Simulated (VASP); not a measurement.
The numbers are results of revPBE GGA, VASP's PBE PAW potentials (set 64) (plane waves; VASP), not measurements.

Input for VASP

**POSCAR**
```
PtAl2
1
    0.0000000000     2.9833731601     2.9833731601
    2.9833731601     0.0000000000     2.9833731601
    2.9833731601     2.9833731601     0.0000000000
Al Pt
2 1
Direct
  0.2500000000   0.2500000000   0.2500000000
  0.7500000000   0.7500000000   0.7500000000
  0.0000000000   0.0000000000   0.0000000000
```

### INCAR
```
# general
SYSTEM  = PtAl2
PREC    = Accurate
ENCUT   = 520
LREAL   = .FALSE.
LASPH   = .TRUE.

# electronic loop
EDIFF   = 1E-7
NELM    = 100
ALGO    = Normal
LMAXMIX = 6

# smearing
ISMEAR  = 1
SIGMA   = 0.1

# functional
GGA     = RE

# ions
ISIF    = 2

# output
LWAVE   = .FALSE.
LCHARG  = .FALSE.
```

### KPOINTS
```
Automatic mesh
0
G
9 9 9
0 0 0
```

POTCAR, in this order: Al Pt (PBE.64 set). Program: vasp_std.

Unless said otherwise, spin-orbit coupling is left out, though it shifts the bands of the heavy elements here.

**Question.** Estimate the energy per atom (σ→0), band gap (on the k-mesh).

**Answer.** 
| Quantity | Result |
|---|---|
| energy per atom (σ→0) | -5117 meV/atom |
| band gap (on the k-mesh) | none (metal, semimetal or under 0.01 eV) |

File OSZICAR:
```
...
DAV:   7    -0.153764450056E+02    0.70244E-01   -0.18572E-01   932   0.439E+00    0.170E+00
DAV:   8    -0.153513884917E+02    0.25057E-01   -0.30644E-02   952   0.182E+00    0.261E-01
DAV:   9    -0.153515770240E+02   -0.18853E-03   -0.19615E-03   996   0.436E-01    0.166E-01
DAV:  10    -0.153518058572E+02   -0.22883E-03   -0.48631E-04   928   0.177E-01    0.195E-02
DAV:  11    -0.153518068501E+02   -0.99290E-06   -0.20764E-05  1016   0.476E-02    0.917E-03
DAV:  12    -0.153518126794E+02   -0.58293E-05   -0.15715E-05   904   0.291E-02    0.311E-03
DAV:  13    -0.153518126049E+02    0.74493E-07   -0.72880E-07  1052   0.893E-03
   1 F= -.15351813E+02 E0= -.15352341E+02  d E =0.158508E-02
```

The compound is PtAl2 in the fluorite structure. It was relaxed first.
